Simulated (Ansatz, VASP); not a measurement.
# Cr3GaN: VASP beside Ansatz, part 2 of 2

One calculation is typed for both programs; each brings its own data sets. How far apart do they land? Of the first pair: The two relaxations start from unlike cells of this crystal (the structure described is Ansatz's start), so only their ends are compared.

VASP 6.6.1 and Ansatz 0.2.0.

So far: Set-up; VASP: relaxation of cell and atoms, PBEsol, pair 1.

**3. Ansatz: relaxation of cell and atoms, PBEsol, pair 1**

Level of this step: Ansatz beside VASP: Kohn-Sham DFT, plane waves, PBEsol (Ansatz).

Ansatz runs on its PAW soft_1 files.

Its own start cell and the same functional, mesh and smearing now go to Ansatz, which takes its cutoff from its data sets.

input.yaml

```yaml
crystal:
  lattice:
    - [3.829202, 0.0, 0.0]
    - [0.0, 3.829202, 0.0]
    - [0.0, 0.0, 3.829202]
  atoms:
    - { symbol: Cr, position: [0.5, 0.0, 0.5] }
    - { symbol: Cr, position: [0.0, 0.5, 0.5] }
    - { symbol: Cr, position: [0.5, 0.5, 0.0] }
    - { symbol: Ga, position: [0.0, 0.0, 0.0] }
    - { symbol: "N", position: [0.5, 0.5, 0.5] }
kpoints:
  mp_grid: { grid: [6, 6, 6] }
hamiltonian:
  xc: pbesol
  pseudopotentials: { kind: paw, azcp: { folder: soft_1 }, xc_functional: pbe }
scf:
  occupations: { method: gaussian, width: 0.1 }
output:
  forces: true
  stress: true
  eigenvalues: true
relax:
  adjacent_minimum: "off"
  f_tol: 0.05
  max_steps: 80
  cell: { stress_tol: 0.5 }
```

Started as:

```
> ansatz run input.yaml --threads 4 --pin off --max-ram 10240MiB --backend cpu --events-out ev --progress --plain --runs-dir out
```

Numbers of over 12 decimals in the logs are rounded to 6 here.

What it wrote:

```text
The last accepted step is kept in <dir> (removed where the run ends without a failure and the disk answers)
Engine: ansatz 0.2.0, aarch64-unknown-linux-gnu
Pseudopotentials: kind: paw
Pseudopotential: Cr, paw, valence charge 14, recommended cutoff 420 eV (normal), soft_1/Cr.paw.azcp
Pseudopotential: Ga, paw, valence charge 13, recommended cutoff 420 eV (normal), soft_1/Ga.paw.azcp
Pseudopotential: N, paw, valence charge 5, recommended cutoff 420 eV (normal), soft_1/N.paw.azcp
Functional definition: PBEsol
  exchange = pbesol_x
  correlation = pbesol_c
Crystal: 5 atoms, lattice volume = 56.147 Å³
Basis set: ecut = 420 eV, 1045 PW (Γ), exchange–correlation on 54×54×54 points (8 copies of the dense FFT grid, shifted against one another)
Bands: 36, of which v1, the nominal top of the filled ones, is band 30 counted from 1 (29 counted from 0)
Symmetry: 48 space group operations
Space group: Pm-3m (ITA 221), of the structure as read, at distance tolerance 3.8e-5 Å
k-points: 20 of 216
Non-local potential: Cr, projectors of the file, l = 0: 3, l = 1: 2, l = 2: 3, l = 3: 1
Non-local potential: Ga, projectors of the file, l = 0: 2, l = 1: 2, l = 2: 3, l = 3: 1
Non-local potential: N, projectors of the file, l = 0: 2, l = 1: 2, l = 2: 1
PAW form: soft (Blöchl's): semilocal exchange-correlation on the pseudo side does not see the compensation charge
PAW frozen core: Cr, regenerated for the run's functional, and the local potential with it (the file was generated under x = pbe(κ = 0.804, μ = 0.219515), c = pbe(β = 0.066725))
PAW frozen core: Ga, regenerated for the run's functional, and the local potential with it (the file was generated under x = pbe(κ = 0.804, μ = 0.219515), c = pbe(β = 0.066725))
PAW frozen core: N, regenerated for the run's functional, and the local potential with it (the file was generated under x = pbe(κ = 0.804, μ = 0.219515), c = pbe(β = 0.066725))
PAW one-centre angular grid: Cr, 590 points (default); XC on 64 Gauss nodes
PAW one-centre angular grid: Ga, 590 points (default); XC on 64 Gauss nodes
PAW one-centre angular grid: N, 110 points (default); XC on 64 Gauss nodes
Initial density: superposition of atomic densities (chi_scale 0.1, normalization cell, long waves kept (reshape's long-wave potential 0.01 eV rms))
Initial wavefunctions: pseudopotential atomic-orbital guess
Functional: x = pbesol(κ = 0.804, μ = 0.123457), c = pbesol(β = 0.046)
SCF iter   1: F=—  HF=-14175.492899 eV  |F-HF|=—  |Δ(HF+E_count)|=         —  Δρ=1.99e-1  dr2=2.19e1  ethr=3.10e-3  ⟨swp⟩=5.2  Hψ=2318  notcnv=0
preconditioner: auto → Kerker (q_TF=auto, 2.759 Å⁻¹)  [metal: Δε(μ)=0.038 eV  Ē_g=9.603 eV  σ=0.100 eV  W_gap=0.21  n_scr=18 (ndim 8)  ℏωp=29.7 eV  f_vac=0.000  D(μ)=2.77/eV (n_scr^D=26)]
SCF iter   2: F=—  HF=-14171.407560 eV  |F-HF|=—  |Δ(HF+E_count)|=    4.09e0  Δρ=5.26e-2  dr2=1.67e0  ethr=3.10e-3  ⟨swp⟩=3.0  Hψ=1649  notcnv=0  defer=23
SCF iter   3: F=—  HF=-14171.003011 eV  |F-HF|=—  |Δ(HF+E_count)|=   4.05e-1  Δρ=1.99e-2  dr2=2.03e-1  ethr=2.79e-3  ⟨swp⟩=2.4  Hψ=1002  notcnv=0  defer=14
SCF iter   4: F=—  HF=-14170.963366 eV  |F-HF|=—  |Δ(HF+E_count)|=   3.96e-2  Δρ=5.43e-3  dr2=8.53e-3  ethr=3.38e-4  ⟨swp⟩=2.2  Hψ=1031  notcnv=0  defer=16
SCF iter   5: F=—  HF=-14170.964957 eV  |F-HF|=—  |Δ(HF+E_count)|=   1.59e-3  Δρ=1.83e-3  dr2=1.21e-3  ethr=1.42e-5  ⟨swp⟩=2.1  Hψ=1190  notcnv=0  defer=14
SCF iter   6: F=—  HF=-14170.963614 eV  |F-HF|=—  |Δ(HF+E_count)|=   1.34e-3  Δρ=6.02e-4  dr2=2.86e-4  ethr=2.02e-6  ⟨swp⟩=2.0  Hψ=1035  notcnv=0  defer=14
SCF iter   7: F=—  HF=-14170.963557 eV  |F-HF|=—  |Δ(HF+E_count)|=   5.63e-5  Δρ=2.42e-4  dr2=4.44e-5  ethr=4.76e-7  ⟨swp⟩=2.0  Hψ=1030  notcnv=0  defer=14
SCF iter   8: F=—  HF=-14170.963624 eV  |F-HF|=—  |Δ(HF+E_count)|=   6.69e-5  Δρ=5.45e-5  dr2=1.24e-6  ethr=7.39e-8  ⟨swp⟩=2.0  Hψ=933  notcnv=0  defer=14
SCF iter   9: F=—  HF=-14170.963624 eV  |F-HF|=—  |Δ(HF+E_count)|=   2.72e-7  Δρ=1.91e-5  dr2=1.59e-7  ethr=2.06e-9  ⟨swp⟩=2.0  Hψ=935  notcnv=0  defer=14
SCF iter  10: F=-14170.963624 eV  HF=-14170.963624 eV  |F-HF|=1.30e-8  |Δ(HF+E_count)|=   3.35e-8  Δρ=6.46e-6  dr2=1.46e-8  ethr=1.67e-10  ⟨swp⟩=7.3  Hψ=2514  notcnv=0
SCF 1 converged in 10 iterations: F = -14170.963624 eV  dr2 = 1.46e-8
  greatest PAW one-centre occupation: 1.000 electrons in one spin orbital (limit 2), on the Cr atom at site 1 (counted from 0), in its partial waves of l = 0
relax step   1: F+E_penalty+E_count = -14170.96362379 eV  Δ(F+E_penalty+E_count) = +0.000e0 eV  max|allowed force component| = 1.728e-28 eV/Å  Δτ_max = 0.0000 Å  P = -9.883 GPa  Ω = 56.147 Å³  (10 SCF iters, dr2 threshold 1.00e-7 eV, accepted)
[...]
relax step   2: F+E_penalty+E_count = -14171.03254625 eV  Δ(F+E_penalty+E_count) = -6.892e-2 eV  max|allowed force component| = 8.361e-29 eV/Å  Δτ_max = 0.0000 Å  P = -2.889 GPa  Ω = 54.482 Å³  energy of the carried Pulay correction = +1.595e-3 eV  (6 SCF iters, dr2 threshold 5.00e-7 eV, accepted)
[...]
relax step   3: F+E_penalty+E_count = -14171.03875268 eV  Δ(F+E_penalty+E_count) = -6.206e-3 eV  max|allowed force component| = 7.534e-30 eV/Å  Δτ_max = 0.0000 Å  P = +0.217 GPa  Ω = 53.823 Å³  energy of the carried Pulay correction = +2.239e-3 eV  (6 SCF iters, dr2 threshold 5.00e-7 eV, accepted)
[...]
relax step   4: F+E_penalty+E_count = -14171.03683707 eV  Δ(F+E_penalty+E_count) = +1.916e-3 eV  max|allowed force component| = 3.918e-30 eV/Å  Δτ_max = 0.0000 Å  P = +0.186 GPa  Ω = 53.823 Å³  stress off target by 1.86e-1 GPa  SCF on the basis re-selected at this cell (its energy is not comparable with the rows above)  (6 SCF iters)
basis re-selected at this cell: Δ(F+E_penalty+E_count) = +1.916e-3 eV, ΔP = -0.031 GPa vs the last step (what re-selecting the basis moved, of the pressure what is left beyond the Pulay correction that the steps carried, after the strain that the cell walked since its last selection, with what the two solves' SCF thresholds leave and, on support functions, any second-order correction that the steps lacked; it is no m [...]
SCF converged after 6 iterations
Free energy (F): -14171.036837 eV
Harris-Foulkes:  -14171.036837 eV  (|F-HF|=5.20e-10)
Internal energy: -14171.001515 eV  (E = F + TS)
E sigma→0 (E₀):  -14171.019176 eV
Entropy (-TS):   -0.035322 eV (-7.064 meV/atom)
Fermi energy:    17.553721 eV
--- Per-component energies (eV) ---
  E_band       = -413.721393
  E_kinetic    = 1160.579922
  E_local      = -4691.158408  (includes V_loc(G=0)·N_el)
  E_nonlocal   = 76.231766
  E_hartree    = 2428.186490
  E_xc         = -470.999395
  E_vxc        = -577.678140  (∫ρ·V_xc dr)
  E_paw        = -5649.247807  (= ΣΔE_a)
  E_vpaw       = -1238.071516  (= ΣTr[D̂ρ^β])
  E_aug_tail   = 0.002677  (compensation charges beyond the density's cutoff)
  E_ewald      = -7025.967838
  E_core_change = 1.371077  (= ΣΔE_core)
  E_smearing   = -0.035322  (= −TS)
  E_closure    = -0.000000  (closes the sum)
  Σ components = -14171.036837   (vs F -14171.036837, Δ=0.00e0)
--- Forces (eV/Å), atoms counted from 1 ---
  atom   1  Cr    -0.00000000    -0.00000000     0.00000000
  atom   2  Cr     0.00000000     0.00000000     0.00000000
  atom   3  Cr     0.00000000     0.00000000     0.00000000
  atom   4  Ga     0.00000000     0.00000000    -0.00000000
  atom   5  N     -0.00000000    -0.00000000    -0.00000000
  max |Σ_I F_I| component: 4.73e-30 eV/Å
--- Stress (GPa, compression-positive) ---
        0.185806       0.000000      -0.000000
        0.000000       0.185806      -0.000000
       -0.000000      -0.000000       0.185806
  P = ⅓ Tr σ = 0.1858 GPa (1.858 kbar)
--- Band table (eV; the first three rows and the last of 20) ---
  k-point 0: bands = [... 26 lower, 14.8086, 17.6921, 17.6921, 17.6921, 18.0977, 18.0977, 19.3318, 19.5195, ... 2 higher]
  k-point 1: bands = [... 26 lower, 15.0455, 17.4939, 17.4939, 17.5486, 17.5756, 18.1000, 19.1308, 19.3321, ... 2 higher]
  k-point 2: bands = [... 26 lower, 15.6488, 17.0241, 17.3252, 17.5048, 17.5048, 18.0687, 18.6232, 19.0955, ... 2 higher]
  k-point 19: bands = [... 26 lower, 16.3526, 16.3526, 16.5597, 16.5597, 16.5597, 18.1620, 18.1620, 19.2754, ... 2 higher]
--- Relaxed structure (3 steps of the walk, 3 accepted, 1 SCFs on fresh bases) ---
  F+E_penalty+E_count = -14171.03683707 eV   max|allowed force component| = 3.918e-30 eV/Å   (the final SCF, on the basis selected at the relaxed cell)
  cell:  # Å, volume = 53.8235 Å³
    - [3.775639, 0, 0]
    - [0, 3.775639, 0]
    - [0, 0, 3.775639]
  atoms:
    - { symbol: Cr, position: [0.5, 0, 0.5] }
    - { symbol: Cr, position: [0, 0.5, 0.5] }
    - { symbol: Cr, position: [0.5, 0.5, 0] }
    - { symbol: Ga, position: [0, 0, 0] }
    - { symbol: N, position: [0.5, 0.5, 0.5] }
```

**4. Side by side**

Known differences besides the potentials themselves: the data sets hold 60 valence electrons in Ansatz (on its PAW soft_1 files) and 54 in VASP; the cutoff is 420 eV in Ansatz and 600 eV in VASP; Ansatz makes its cores anew for this functional, VASP keeps those of its PBE data sets; Ansatz adds a Pulay correction to the stress that steers its cell, VASP none. Total energies have different zeros and are not compared.

Both answers:

```tsv
quantity	Ansatz	VASP	difference
volume (Å³)	53.82	53.89	-0.13 %
edge a after relaxation, in the typed setting (Å)	3.776	3.777	-0.05 %
```

**5. VASP: relaxation of cell and atoms, PBEsol, pair 2**

The relaxed volume is the usual yardstick between codes: in a stiff, nearly cubic crystal its relative difference is about their pressure difference at one cell divided by the bulk modulus. Its start cell is another than that of the pair before, and may be another structure of the material.

INCAR

```
SYSTEM = Cr3GaN
PREC = Accurate
ENCUT = 600
EDIFF = 1E-07
NELM = 120
ISMEAR = 0
SIGMA = 0.1
LREAL = .FALSE.
ALGO = Normal
GGA = PS
NBANDS = 33
LASPH = .TRUE.
LORBIT = 11
LWAVE = .FALSE.
LCHARG = .FALSE.
ISIF = 3
IBRION = 2
NSW = 80
EDIFFG = -0.005
GGA_COMPAT = .FALSE.
NELMIN = 4
KPAR = 2
```

POSCAR

```
Cr3GaN
1.0
    3.7756390000      0.0000000000      0.0000000000
    0.0000000000      3.7756390000      0.0000000000
    0.0000000000      0.0000000000      3.7756390000
Cr Ga N
3 1 1
Direct
    0.5000001324      0.0000000000      0.5000001324
    0.0000000000      0.5000001324      0.5000001324
    0.5000001324      0.5000001324      0.0000000000
    0.0000000000      0.0000000000      0.0000000000
    0.5000001324      0.5000001324      0.5000001324
```

KPOINTS

```
Automatic mesh
0
Gamma
10 10 10
0 0 0
```

Potentials, in the order of the species: Cr_pv, Ga_d and N (PBE family, release 64).

Started as:

```
> mpirun -np 2 vasp_std
```

What it wrote:

```text
[banner, memory and clock lines left out]
running    2 mpi-ranks, on    1 nodes
[...]
[... a notice as in an earlier step ...]

 LDA part: xc-table for (Slater+PW92), standard interpolation
 POSCAR, INCAR and KPOINTS ok, starting setup
[...]
entering main loop
       N       E                     dE             d eps       ncg     rms          rms(c)
DAV:   1     0.642762846533E+03    0.64276E+03   -0.32254E+04  4136   0.279E+03
DAV:   2     0.194894439544E+02   -0.62327E+03   -0.61079E+03  3712   0.646E+02
DAV:   3    -0.497870856183E+02   -0.69277E+02   -0.67743E+02  4602   0.198E+02
DAV:   4    -0.530635515020E+02   -0.32765E+01   -0.32005E+01  4490   0.427E+01
[...]
DAV:  14    -0.444489120567E+02    0.30561E-06   -0.47257E-06  4880   0.133E-02    0.172E-03
DAV:  15    -0.444489117829E+02    0.27384E-06   -0.54259E-07  3871   0.522E-03    0.416E-04
DAV:  16    -0.444489117530E+02    0.29887E-07   -0.30945E-08  2384   0.152E-03
   1 F= -.44448912E+02 E0= -.44434748E+02  d E =-.444489E+02
[...]
DAV:   8    -0.444488455973E+02   -0.61383E-07   -0.48766E-07  3697   0.388E-03
   2 F= -.44448846E+02 E0= -.44434635E+02  d E =0.661557E-04
 trial-energy change:    0.000066  1 .order    0.000062   -0.000246    0.000370
 step:   0.3898(harm=  0.3995)  dis= 0.00000  next Energy=   -44.448959 (dE=-0.477E-04)
[...]
N       E                     dE             d eps       ncg     rms          rms(c)
DAV:   1    -0.444509889290E+02   -0.21434E-02   -0.41259E-02  3975   0.227E+00    0.382E-01
DAV:   2    -0.444493719361E+02    0.16170E-02   -0.17984E-02  4095   0.105E+00    0.127E-01
DAV:   3    -0.444490248073E+02    0.34713E-03   -0.21405E-03  4394   0.377E-01    0.589E-02
DAV:   4    -0.444489706812E+02    0.54126E-04   -0.13853E-04  4679   0.872E-02    0.205E-02
DAV:   5    -0.444489613809E+02    0.93002E-05   -0.30210E-05  5027   0.408E-02    0.852E-03
DAV:   6    -0.444489602559E+02    0.11250E-05   -0.79720E-06  4783   0.199E-02    0.271E-03
DAV:   7    -0.444489601385E+02    0.11739E-06   -0.48183E-07  3713   0.644E-03    0.119E-03
DAV:   8    -0.444489600686E+02    0.69903E-07   -0.18890E-07  3112   0.235E-03
   3 F= -.44448960E+02 E0= -.44434778E+02  d E =-.483157E-04
[...]
reached required accuracy - stopping structural energy minimisation
```

From OUTCAR (step 5):

```text
  Total        0.0004041      0.0004041      0.0004041      0.0000000     -0.0000000      0.0000000
  in kB        0.0120159      0.0120159      0.0120159      0.0000000     -0.0000000      0.0000000
  external PRESSURE =       0.0120159 kB  Pullay stress =       0.0000000 kB

 POSITION                                       TOTAL-FORCE (eV/Angst)
 -----------------------------------------------------------------------------------
      1.88847      0.00000      1.88847         0.000000     -0.000000      0.000000
     -0.00000      1.88847      1.88847         0.000000     -0.000000      0.000000
      1.88847      1.88847      0.00000        -0.000000      0.000000      0.000000
      0.00000      0.00000      0.00000        -0.000000      0.000000      0.000000
      1.88847      1.88847      1.88847         0.000000     -0.000000      0.000000
 -----------------------------------------------------------------------------------
    total drift:                               -0.000975     -0.000975     -0.000975

  FREE ENERGIE OF THE ION-ELECTRON SYSTEM (eV)
  ---------------------------------------------------
  free  energy   TOTEN  =       -44.4489600686 eV

  energy  without entropy=      -44.4205960025  energy(sigma->0) =      -44.43477804

[... 1 part as in an earlier step ...]

[... 3 further parts left out ...]
[key lines of the parts left out:]
E-fermi :  10.2292
```

**6. Ansatz: relaxation of cell and atoms, PBEsol, pair 2**

The same cell, functional, mesh and smearing now go to Ansatz, which takes its cutoff from its data sets.

The cell is taken from a series of runs on this material, whose earlier steps may have relaxed, scaled, displaced or heated it; both programs get it as it stands.

input.yaml: that of step 3 with these lines changed.

```diff
@@ -2,5 +2,5 @@
   lattice:
-    - [3.829202, 0.0, 0.0]
-    - [0.0, 3.829202, 0.0]
-    - [0.0, 0.0, 3.829202]
+    - [3.7756394831, 0.0, 0.0]
+    - [0.0, 3.7756394831, 0.0]
+    - [0.0, 0.0, 3.7756394831]
   atoms:
@@ -12,3 +12,3 @@
 kpoints:
-  mp_grid: { grid: [6, 6, 6] }
+  mp_grid: { grid: [10, 10, 10] }
 hamiltonian:
@@ -22,6 +22,10 @@
   eigenvalues: true
+  write_density: true
+  write_potential: true
+  elf: true
+  volumetric_format: npy
 relax:
   adjacent_minimum: "off"
-  f_tol: 0.05
+  f_tol: 0.005
   max_steps: 80
-  cell: { stress_tol: 0.5 }
+  cell: { stress_tol: 0.05 }
```

Started as:

```
> ansatz run input.yaml --threads 4 --pin off --max-ram 10240MiB --backend cpu --events-out ev --progress --plain --runs-dir out
```

What it wrote:

```text
[...]
Crystal: 5 atoms, lattice volume = 53.823 Å³
Basis set: ecut = 420 eV, 1021 PW (Γ), exchange–correlation on 54×54×54 points (8 copies of the dense FFT grid, shifted against one another)
Bands: 36, of which v1, the nominal top of the filled ones, is band 30 counted from 1 (29 counted from 0)
Symmetry: 48 space group operations
[...]
k-points: 56 of 1000
[...]
--- Relaxed structure (2 steps of the walk, 2 accepted, 1 SCFs on fresh bases) ---
[...]
cell:  # Å, volume = 53.8404 Å³
    - [3.776036, 0, 0]
    - [0, 3.776036, 0]
    - [0, 0, 3.776036]
  atoms:
    - { symbol: Cr, position: [0.5, 0, 0.5] }
    - { symbol: Cr, position: [0, 0.5, 0.5] }
    - { symbol: Cr, position: [0.5, 0.5, 0] }
    - { symbol: Ga, position: [0, 0, 0] }
    - { symbol: N, position: [0.5, 0.5, 0.5] }
[key lines of the parts left out:]
SCF converged after 9 iterations
Free energy (F): -14171.048144 eV
Fermi energy:    17.561557 eV
P = ⅓ Tr σ = 0.0379 GPa (0.379 kbar)
```

**7. Side by side**

What differs besides the data sets and the points named for the pairs above, as far as they apply: the data sets hold 60 valence electrons in Ansatz (on its PAW soft_1 files) and 54 in VASP. Total energies have different zeros and are not compared.

Both answers:

```tsv
quantity	Ansatz	VASP	difference
volume (Å³)	53.84	53.88	-0.07 %
edge a after relaxation, in the typed setting (Å)	3.776	3.777	-0.02 %
```

**8. Outcome**

| Quantity | Value |
| --- | --- |
| difference in volume (relaxation of cell and atoms, PBEsol, pair 1) | -0.13 % |
| difference in volume (relaxation of cell and atoms, PBEsol, pair 2) | -0.072 % |

**Reading.** The difference in volume is -0.13 % (relaxation of cell and atoms, PBEsol, pair 1), within the 1.2 % picked in this series as the mark of a large difference, as far as the stopping tolerances let one tell. The data sets hold unlike numbers of valence electrons (60 in Ansatz and 54 in VASP), so part of the differences comes from the potentials. How closely two codes agree says nothing of how well the functional describes the real material.

[Lines on the potential files, build, host, timing and source positions are cut from VASP's logs without a mark.]

[Logs are printed without paths, hosts, clocks, repeated set-up lines and the standing remarks that a program may print on its own settings, such as how far it seeks lower states.]

[Hosts, paths, dates, database ids (printed as entryN), source tags and the programs' standing remarks are cut or masked in the printed files.]
